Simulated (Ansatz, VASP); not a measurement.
# CoO: VASP beside Ansatz

Wanted: the spread between two codes on one cell, functional and k mesh. The cell is taken from a series of runs on this material, whose earlier steps may have relaxed, scaled, displaced or heated it; both programs get it as it stands.

Program: Ansatz 0.2.0. Level of theory: plane waves, with VASP 6.6.1 beside it; relaxation of cell and atoms at PBEsol and zone-centre phonons at PBEsol. Results are calculated unless marked as measured.

### 1. The starting structure

Symmetry: Fm-3m, No. 225, cubic system. Conventional cell: a = 4.167 Å, b = 4.167 Å, c = 4.167 Å, α = 90.00°, β = 90.00°, γ = 90.00°. Co has 6 O at 2.08 Å nearest. O has 6 Co at 2.08 Å nearest. Farther neighbours and most contacts between anions are not listed.

### 2. Ansatz: relaxation of cell and atoms, PBEsol

Ansatz runs on its default PAW (the set named soft_2) files.

The relaxed volume is the usual yardstick between codes: in a stiff, nearly cubic crystal its relative difference is about their pressure difference at one cell divided by the bulk modulus.

Input file input.yaml:

```yaml
crystal:
  lattice:
    - [0.0, 2.0832778567, 2.0832778567]
    - [2.0832778567, 0.0, 2.0832778567]
    - [2.0832778567, 2.0832778567, 0.0]
  atoms:
    - { symbol: Co, position: [0.0, 0.0, 0.0], spin: 2.56 }
    - { symbol: O, position: [0.5, 0.5, 0.5], spin: 0.32 }
kpoints:
  mp_grid: { grid: [16, 16, 16] }
hamiltonian:
  xc: pbesol
scf:
  occupations: { method: gaussian, width: 0.15 }
output:
  forces: true
  stress: true
  eigenvalues: true
  populations: true
magnetization:
  spin_polarized: true
relax:
  adjacent_minimum: "off"
  f_tol: 0.001
  max_steps: 60
  cell: { stress_tol: 0.01 }
```

The run is started by

```
> ansatz run input.yaml --threads 4 --pin off --max-ram 7168MiB --backend cpu --events-out ev --progress --plain --runs-dir out
```

Numbers of over 12 decimals in the logs are rounded to 6 here.

The log of the run:

```text
Engine: ansatz 0.2.0, aarch64-unknown-linux-gnu
Pseudopotentials: kind: paw
Pseudopotential: Co, paw, valence charge 17, recommended cutoff 420 eV (normal), Co.paw.azcp
Pseudopotential: O, paw, valence charge 6, recommended cutoff 420 eV (normal), O.paw.azcp
Functional definition: PBEsol
  exchange = pbesol_x
  correlation = pbesol_c
Crystal: 2 atoms, lattice volume = 18.083 Å³
Basis set: ecut = 420 eV, 339 PW (Γ), exchange–correlation on 40×40×40 points (8 copies of the dense FFT grid, shifted against one another)
Bands: 17, of which v1, the nominal top of the filled ones, is band 12 counted from 1 (11 counted from 0)
Symmetry: 48 space group operations
Space group: Fm-3m (ITA 225), of the structure as read, at distance tolerance 2.6e-5 Å
Magnetic group: BNS 225.116 (UNI 1618), of the structure as read, at distance tolerance 2.6e-5 Å
k-points: 145 of 4096
Non-local potential: Co, projectors of the file, l = 0: 3, l = 1: 2, l = 2: 3, l = 3: 1
Non-local potential: O, projectors of the file, l = 0: 2, l = 1: 2, l = 2: 1
PAW form: soft (Blöchl's): semilocal exchange-correlation on the pseudo side does not see the compensation charge
PAW frozen core: Co, regenerated for the run's functional, and the local potential with it (the file was generated under x = pbe(κ = 0.804, μ = 0.219515), c = pbe(β = 0.066725))
PAW frozen core: O, regenerated for the run's functional, and the local potential with it (the file was generated under x = pbe(κ = 0.804, μ = 0.219515), c = pbe(β = 0.066725))
PAW one-centre angular grid: Co, 590 points (default); XC on 64 Gauss nodes
PAW one-centre angular grid: O, 110 points (default); XC on 64 Gauss nodes
Initial density: superposition of atomic densities (chi_scale 0.1, normalization cell, long waves kept (reshape's long-wave potential 0.00 eV rms))
Starting moments: Σ|m| = 2.88 μB on 2 of 2 sites
Initial wavefunctions: pseudopotential atomic-orbital guess
Functional: x = pbesol(κ = 0.804, μ = 0.123457), c = pbesol(β = 0.046)
SCF iter   1: F=—  HF=-5650.872499 eV  |F-HF|=—  |Δ(HF+E_count)|=         —  Δρ=1.18e-1 (↑1.00e-1 ↓1.18e-1)  dr2=6.46e0  dr2_m=6.95e-2  M=2.476 μB ∫|m|=2.477 μB  β_m=0.30  ethr=3.10e-3  ⟨swp⟩=4.8  Hψ=20611  notcnv=0
Mixer restart at iter 1: flushing history
preconditioner: auto → none  [metal: Δε(μ)=0.005 eV  Ē_g=13.739 eV  σ=0.150 eV  W_gap=0.02  n_scr=8 (ndim 8)  ℏωp=33.8 eV  f_vac=0.000  D(μ)=3.90/eV (n_scr^D=64)  sad-step TF]
SCF iter   2: F=—  HF=-5651.020490 eV  |F-HF|=—  |Δ(HF+E_count)|=   1.48e-1  Δρ=5.54e-2 (↑4.11e-2 ↓5.54e-2)  dr2=1.44e0  dr2_m=3.41e-2  M=2.507 μB ∫|m|=2.509 μB  β_m=0.40  ethr=3.10e-3  ⟨swp⟩=3.5  Hψ=11890  notcnv=0  defer=144
SCF iter   3: F=—  HF=-5651.641918 eV  |F-HF|=—  |Δ(HF+E_count)|=   6.21e-1  Δρ=2.39e-2 (↑1.74e-2 ↓2.39e-2)  dr2=7.91e-2  dr2_m=1.25e-2  M=2.549 μB ∫|m|=2.555 μB  β_m=0.53  ethr=3.10e-3  ⟨swp⟩=2.6  Hψ=9600  notcnv=0  defer=146
SCF iter   4: F=—  HF=-5652.136084 eV  |F-HF|=—  |Δ(HF+E_count)|=         —  Δρ=2.38e-2 (↑7.47e-3 ↓2.38e-2)  dr2=5.74e-2  dr2_m=2.16e-2  M=2.626 μB ∫|m|=2.633 μB  β_m=0.53  ethr=3.44e-4  ⟨swp⟩=2.0  Hψ=10808  notcnv=0  defer=145
Mixer restart at iter 4: flushing history
SCF iter   5: F=—  HF=-5652.262259 eV  |F-HF|=—  |Δ(HF+E_count)|=   1.26e-1  Δρ=1.09e-2 (↑1.09e-2 ↓6.18e-3)  dr2=1.79e-2  dr2_m=5.51e-3  M=2.614 μB ∫|m|=2.622 μB  β_m=0.53  ethr=2.50e-4  ⟨swp⟩=2.0  Hψ=9712  notcnv=0  defer=145
SCF iter   6: F=—  HF=-5652.284090 eV  |F-HF|=—  |Δ(HF+E_count)|=   2.18e-2  Δρ=1.81e-2 (↑6.45e-3 ↓1.81e-2)  dr2=2.90e-2  dr2_m=2.05e-2  M=2.696 μB ∫|m|=2.706 μB  β_m=0.15  ethr=7.78e-5  ⟨swp⟩=2.0  Hψ=12014  notcnv=0  defer=162
SCF iter   7: F=—  HF=-5652.293929 eV  |F-HF|=—  |Δ(HF+E_count)|=   9.84e-3  Δρ=6.77e-3 (↑5.82e-3 ↓6.77e-3)  dr2=1.04e-3  dr2_m=6.10e-3  M=2.677 μB ∫|m|=2.687 μB  β_m=0.51  ethr=7.78e-5  ⟨swp⟩=2.3  Hψ=8145  notcnv=0  defer=144
SCF iter   8: F=—  HF=-5652.305973 eV  |F-HF|=—  |Δ(HF+E_count)|=   1.20e-2  Δρ=2.15e-3 (↑2.15e-3 ↓1.73e-3)  dr2=1.02e-4  dr2_m=6.00e-4  M=2.718 μB ∫|m|=2.731 μB  β_m=0.52  ethr=4.52e-6  ⟨swp⟩=2.0  Hψ=9895  notcnv=0  defer=157
SCF iter   9: F=—  HF=-5652.306121 eV  |F-HF|=—  |Δ(HF+E_count)|=   1.48e-4  Δρ=5.80e-4 (↑5.80e-4 ↓4.85e-4)  dr2=7.36e-6  dr2_m=4.33e-5  M=2.726 μB ∫|m|=2.739 μB  β_m=0.76  ethr=4.45e-7  ⟨swp⟩=2.2  Hψ=8008  notcnv=0  defer=156
SCF iter  10: F=—  HF=-5652.306147 eV  |F-HF|=—  |Δ(HF+E_count)|=   2.59e-5  Δρ=2.24e-4 (↑2.24e-4 ↓1.30e-4)  dr2=1.79e-6  dr2_m=4.53e-6  M=2.728 μB ∫|m|=2.741 μB  β_m=0.74  ethr=3.20e-8  ⟨swp⟩=2.0  Hψ=7044  notcnv=0  defer=157
SCF iter  11: F=—  HF=-5652.306148 eV  |F-HF|=—  |Δ(HF+E_count)|=   7.77e-7  Δρ=2.80e-5 (↑2.80e-5 ↓1.25e-5)  dr2=5.81e-8  dr2_m=4.36e-8  M=2.728 μB ∫|m|=2.741 μB  β_m=0.87  ethr=7.77e-9  ⟨swp⟩=2.1  Hψ=6943  notcnv=0  defer=157
[...]
SCF iter   4: F=—  HF=-5652.306140 eV  |F-HF|=—  |Δ(HF+E_count)|=   2.14e-8  Δρ=7.73e-6 (↑4.91e-6 ↓7.73e-6)  dr2=1.66e-9  dr2_m=6.45e-9  M=2.728 μB ∫|m|=2.742 μB  β_m=0.82  ethr=5.13e-12  ⟨swp⟩=2.0  Hψ=7590  notcnv=0
SCF iter   5: F=—  HF=-5652.306140 eV  |F-HF|=—  |Δ(HF+E_count)|=  5.41e-10  Δρ=4.35e-6 (↑2.84e-6 ↓4.35e-6)  dr2=2.04e-9  dr2_m=1.59e-9  M=2.728 μB ∫|m|=2.742 μB  β_m=0.68  ethr=5.13e-12  ⟨swp⟩=2.4  Hψ=8718  notcnv=0
SCF iter   6: F=-5652.306140 eV  HF=-5652.306140 eV  |F-HF|=2.56e-9  |Δ(HF+E_count)|=   3.26e-9  Δρ=5.77e-6 (↑1.97e-6 ↓5.77e-6)  dr2=3.19e-9  dr2_m=2.16e-9  M=2.728 μB ∫|m|=2.742 μB  ethr=5.13e-12  ⟨swp⟩=2.0  Hψ=15448  notcnv=0
SCF 2 converged in 6 iterations: F = -5652.306140 eV  dr2 = 3.19e-9
relax step   2: F+E_penalty+E_count = -5652.30613988 eV  Δ(F+E_penalty+E_count) = +7.662e-6 eV  max|allowed force component| = 3.090e-30 eV/Å  Δτ_max = 0.0000 Å  P = +0.022 GPa  Ω = 18.085 Å³  energy of the carried Pulay correction = -7.944e-6 eV  (6 SCF iters, dr2 threshold 3.37e-9 eV, accepted)
[...]
relax step   3: F+E_penalty+E_count = -5652.30612816 eV  Δ(F+E_penalty+E_count) = +1.172e-5 eV  max|allowed force component| = 8.020e-30 eV/Å  Δτ_max = 0.0000 Å  P = -0.001 GPa  Ω = 18.087 Å³  energy of the carried Pulay correction = -1.981e-5 eV  (7 SCF iters, dr2 threshold 1.21e-9 eV, accepted)
[...]
relax step   4: F+E_penalty+E_count = -5652.30620109 eV  Δ(F+E_penalty+E_count) = -7.292e-5 eV  max|allowed force component| = 5.982e-30 eV/Å  Δτ_max = 0.0000 Å  P = -0.001 GPa  Ω = 18.087 Å³  stress off target by 6.58e-4 GPa  SCF on the basis re-selected at this cell (its energy is not comparable with the rows above)  (8 SCF iters)
basis re-selected at this cell: Δ(F+E_penalty+E_count) = -7.292e-5 eV, ΔP = +0.000 GPa vs the last step (what re-selecting the basis moved, of the pressure what is left beyond the Pulay correction that the steps carried, after the strain that the cell walked since its last selection, with what the two solves' SCF thresholds leave and, on support functions, any second-order correction that the steps lacked; it is no m [...]
SCF converged after 8 iterations
Magnetization: 2.7290 μB (12.8645 up, 10.1355 down)
Absolute magnetization: 2.7422 μB (∫|ρ↑−ρ↓|, with the PAW one-centre terms)
Spin contamination: 0.0103 ħ² per cell (⟨S²⟩ above its minimum at these occupations)
Per-site moments (μB) at R_I (Å): [(2.323429, 0.859414), (0.284573, 0.859414)]
Free energy (F): -5652.306201 eV
Harris-Foulkes:  -5652.306201 eV  (|F-HF|=9.09e-13)
Internal energy: -5652.259947 eV  (E = F + TS)
E sigma→0 (E₀):  -5652.283074 eV
Entropy (-TS):   -0.046254 eV (-23.127 meV/atom)
Fermi energy:    15.161801 eV
--- Per-component energies (eV) ---
  E_band       = -279.331287
  E_kinetic    = 619.516300
  E_local      = -3333.103098  (includes V_loc(G=0)·N_el)
  E_nonlocal   = 516.130835
  E_hartree    = 1369.493607
  E_xc         = -227.029847
  E_vxc        = -293.332084  (∫ρ·V_xc dr)
  E_paw        = -1638.699083  (= ΣΔE_a)
  E_vpaw       = -527.532973  (= ΣTr[D̂ρ^β])
  E_aug_tail   = 0.002524  (compensation charges beyond the density's cutoff)
  E_ewald      = -2958.794891
  E_core_change = 0.223707  (= ΣΔE_core)
  E_smearing   = -0.046254  (= −TS)
  E_closure    = 0.000000  (closes the sum)
  Σ components = -5652.306201   (vs F -5652.306201, Δ=0.00e0)
--- Forces (eV/Å), atoms counted from 1 ---
  atom   1  Co    -0.00000000     0.00000000     0.00000000
  atom   2  O      0.00000000    -0.00000000     0.00000000
  max |Σ_I F_I| component: 9.07e-30 eV/Å
--- Stress (GPa, compression-positive) ---
       -0.000658      -0.000000      -0.000000
       -0.000000      -0.000658      -0.000000
       -0.000000       0.000000      -0.000658
  P = ⅓ Tr σ = -0.0007 GPa (-0.007 kbar)
--- Band table (eV; the first three rows and the last of 290) ---
  k-point 0 ↑: bands = [... 8 lower, 11.8997, 11.8997, 11.9883, 11.9883, 11.9883, 16.2847, 31.7909, 33.4827, ... 1 higher]
  k-point 1 ↑: bands = [... 8 lower, 12.0081, 12.0081, 12.2023, 12.4222, 12.4222, 16.5736, 30.9571, 33.3704, ... 1 higher]
  k-point 2 ↑: bands = [... 8 lower, 12.0977, 12.0977, 12.4052, 13.0651, 13.0651, 17.2802, 29.5291, 32.9145, ... 1 higher]
  k-point 144 ↓: bands = [... 8 lower, 14.6873, 14.6873, 15.3250, 15.9117, 16.6553, 24.4618, 25.7846, 25.7846, ... 1 higher]
--- Relaxed structure (3 steps of the walk, 3 accepted, 1 SCFs on fresh bases) ---
  F+E_penalty+E_count = -5652.30620109 eV   max|allowed force component| = 5.982e-30 eV/Å   (the final SCF, on the basis selected at the relaxed cell)
  cell:  # Å, volume = 18.0870 Å³
    - [0, 2.083428, 2.083428]
    - [2.083428, 0, 2.083428]
    - [2.083428, 2.083428, 0]
  atoms:
    - { symbol: Co, position: [0, 0, 0] }
    - { symbol: O, position: [0.5, 0.5, 0.5] }
--- Löwdin populations: 2 sites ---
  site symbol       q [e]    m [muB]
     0     Co     15.9531     2.3666
     1      O      6.9219     0.3678
  spilling = 0.005436 (of n_electrons = 23.000000)
```

(Continued in part 2 of 2.)

[Lines on the potential files, build, host, timing and source positions are cut from VASP's logs without a mark.]

[Logs are printed without paths, hosts, clocks, repeated set-up lines and the standing remarks that a program may print on its own settings, such as how far it seeks lower states.]

[Hosts, paths, dates, database ids (printed as entryN), source tags and the programs' standing remarks are cut or masked in the printed files.]
